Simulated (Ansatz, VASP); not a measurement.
Mg6FeBi: VASP beside Ansatz

```
CELL_PARAMETERS angstrom
0.00000 3.16472 -5.46485
0.00000 3.16472 5.46485
5.00498 0.00000 0.00000
ATOMIC_POSITIONS crystal
Mg 0.83153 0.16847 0.50000
Mg 0.84959 0.67487 0.50000
Mg 0.32513 0.15041 0.50000
Mg 0.66604 0.33396 0.00000
Bi 0.32922 0.67078 0.50000
Fe 0.15258 0.84742 0.00000
Mg 0.68629 0.84040 0.00000
Mg 0.15960 0.31372 0.00000
```

The cell comes from a database or a generator and needn't be the stable form of this composition.

Alike in both runs: task single point; functional RPBE; k mesh 5 × 5 × 6; occupations gaussian, width 0.02 eV; collinear spin, ferromagnetic start.

```csv
,VASP,Ansatz
version,VASP 6.6.1,Ansatz 0.2.0
potentials or method,"VASP PAW PBE potentials, release 64 (Mg_pv, Bi_d, Fe_pv)",Ansatz PAW
plane-wave cutoff (eV),520,420
valence electrons in the cell,77,91
```

VASP gave:

| Item | Value |
| --- | --- |
| gap on the k mesh at the Fermi level (eV) | none |
| pressure (GPa) | 1.7 |
| largest component of the traceless stress (GPa) | 0.63 |
| rms of the force components (eV/Å) | 0.043 |
| net moment per atom (μB) | 0.32 |
| size of the moment on the site where the two differ most (μB) | 2.71 |

Question: Which values does Ansatz return?

Answer: gap on the k mesh at the Fermi level (eV): none; pressure (GPa): 1.8; largest component of the traceless stress (GPa): 0.63; rms of the force components (eV/Å): 0.043; net moment per atom (μB): 0.32; size of the moment on the site where the two differ most (μB): 2.77.

Site moments also hang on the region over which each program counts them. Atom by atom the forces differ by 0.002 eV/Å (rms over components). A gap of «none» marks a metal or a gap that the smearing closes. With one functional, cell and mesh, what is left measures potentials, basis and numerics. The two sets of potentials don't hold the same shells in valence.

Caveats: spin-orbit coupling is left out, which moves the levels of the heavy elements; the PAW data sets were made with another functional, which shifts forces and pressure a little (VASP); the PAW data sets come from PBE, with cores solved anew for the run's functional, which leaves a small shift of forces and pressure (Ansatz).
